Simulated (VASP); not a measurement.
**H22SO10: single point with PBE+D3(BJ)**

H22SO10:

```
O H S
1.0
     6.86829    0.00000    0.00000
     0.00000    6.86829    0.00000
     0.00000    0.00000    6.86829
O H S
10 22 1
Direct
  0.32688 0.97644 0.85879
  0.28160 0.92166 0.37874
  0.00987 0.08142 0.14670
  0.57001 0.53208 0.05259
  0.75307 0.40308 0.75755
  0.03753 0.71669 0.83682
  0.49430 0.28329 0.47619
  0.63368 0.95140 0.11367
  0.21561 0.35757 0.91053
  0.80583 0.90169 0.54839
  0.28371 0.11045 0.84385
  0.45048 0.97015 0.78474
  0.33869 0.78589 0.37996
  0.17335 0.92096 0.27939
  0.88791 0.03793 0.09074
  0.08043 0.16492 0.04658
  0.64518 0.49659 0.93632
  0.58322 0.67538 0.04915
  0.84372 0.45902 0.65746
  0.65829 0.34220 0.66172
  0.96538 0.82130 0.90009
  0.16572 0.78538 0.83736
  0.39588 0.18443 0.45431
  0.53936 0.34495 0.35665
  0.50623 0.99170 0.06702
  0.62253 0.95181 0.25922
  0.10547 0.44244 0.91001
  0.33100 0.43273 0.93416
  0.88976 0.93016 0.43544
  0.90630 0.81645 0.62771
  0.19258 0.49392 0.50046
  0.02553 0.32122 0.30519
  0.02943 0.51685 0.38352
```

The cell was built by a generator and needn't be a form met in nature.

```yaml
Program: VASP 6.6.1
Task: single point
Functional: PBE
Dispersion: D3(BJ)
Potentials_or_basis: VASP PAW PBE potentials, release 64 (O, H, S)
Cutoff: 520 eV
k_mesh: 1 × 1 × 1
Occupations: fermi-dirac, width 0.05 eV
Spin: no spin polarisation
```

```
Pressure                   : -1.1 GPa
Largest force              : 2.336 eV/Å
Band gap on the k mesh     : 3.82 eV, direct
Dispersion energy per atom : -0.040 eV
```

Forces in eV/Å, atoms in the order of the input:
```
O    1.488 -0.536 -0.291
O    0.175 -1.449 -0.387
O    1.290  0.688 -0.709
O   -0.788  0.902  0.553
O   -0.004 -0.435 -1.896
O    0.229  0.650 -0.009
O    0.407  0.549  0.618
O    0.608 -0.311  1.394
O   -0.246 -2.057 -0.348
O    1.922 -1.187  0.596
H   -0.359  0.826 -0.114
H   -0.673 -0.068  0.053
H   -0.802  1.549 -0.110
H    0.832  0.184  0.539
H   -0.953  0.179 -0.138
H   -0.562 -0.558  0.939
H    0.618 -0.586 -0.616
H   -0.111 -0.299  0.499
H   -0.143 -0.055  0.751
H    0.289  0.129  0.834
H   -0.438 -0.382  0.299
H   -0.004 -0.193 -0.252
H   -0.063 -0.373 -0.580
H   -0.347 -0.231 -0.327
H   -0.483  0.127 -0.203
H    0.014 -0.021 -1.066
H   -0.731  1.031 -0.187
H    1.055  0.786  0.711
H   -0.399  0.217  0.377
H   -1.677  1.106 -0.916
H   -0.668 -0.251 -0.573
H    0.157  1.472  0.739
S    0.367 -1.404 -0.182
```

Stress tensor (GPa, compression positive):
```
-0.31 -0.36 -0.69
-0.36 -1.51  0.97
-0.69  0.97 -1.44
```

Levels at points of the mesh, in eV from the valence-band top:
```tsv
k point	band 41	band 42	band 43	band 44	band 45	band 46	band 47	band 48
(0.00, 0.00, 0.00)	-0.89	-0.70	-0.49	0.00	3.82	5.64	6.49	6.77
```

It took 47 s on 1 thread of Intel(R) Xeon(R) Platinum 8488C (Sapphire Rapids), on a shared host, peak memory 0.36 GiB.

A hybrid or GW would open this gap; PBE tends to underestimate it.
